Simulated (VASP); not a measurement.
A run of VASP 6.6.1:

Contents of INCAR:

```
PREC = Accurate
ENCUT = 600
EDIFF = 1E-6
ISMEAR = 0
SIGMA = 0.03
LREAL = False
LASPH = True
NELM = 150
ALGO = Normal
ISIF = 3
LWAVE = False
LCHARG = False
ISPIN = 2
MAGMOM = 3 -3 3 -3 0 0 0 0 0 0
LORBIT = 11
LMAXMIX = 4
LDAU = True
LDAUTYPE = 2
LDAUL = 2 -1
LDAUU = 3.7 0
LDAUJ = 0 0
LDAUPRINT = 1
GGA = PE
IBRION = 2
NSW = 90
EDIFFG = -0.01
AMIX = 0.2
BMIX = 1E-4
AMIX_MAG = 0.8
BMIX_MAG = 1E-4
KPAR = 4
```

Contents of KPOINTS:

```
regular mesh
0
Gamma
  9 9 7
```

Contents of POSCAR:

```
Cr2O3
1.0
    2.4785000000      1.4309626400      4.5307666700
   -2.4785000000      1.4309626400      4.5307666700
    0.0000000000     -2.8619252800      4.5307666700
Cr O
4 6
Direct
    0.3474800000      0.3474800000      0.3474800000
    0.1525200000      0.1525200000      0.1525200000
    0.6525200000      0.6525200000      0.6525200000
    0.8474800000      0.8474800000      0.8474800000
    0.5558000000      0.9442000000      0.2500000000
    0.2500000000      0.5558000000      0.9442000000
    0.9442000000      0.2500000000      0.5558000000
    0.4442000000      0.0558000000      0.7500000000
    0.7500000000      0.4442000000      0.0558000000
    0.0558000000      0.7500000000      0.4442000000
```

Potentials or basis: VASP PAW PBE potentials, release 64 (Cr_pv, O).

Command:

```console
$ cat potpaw_PBE.64/Cr_pv/POTCAR potpaw_PBE.64/O/POTCAR > POTCAR
$ mpirun -np 4 vasp_std > vasp.out
```

Hardware: 4 MPI ranks on AMD EPYC 9R45 (Zen 5) (shared host).

Problem. Estimate the wall time of this run.

Solution. It took 63 min on 4 MPI ranks on AMD EPYC 9R45 (Zen 5) (shared host), peak memory 1.3 GiB a rank. Counts: scf iterations 104, k points 160, ion steps 10.
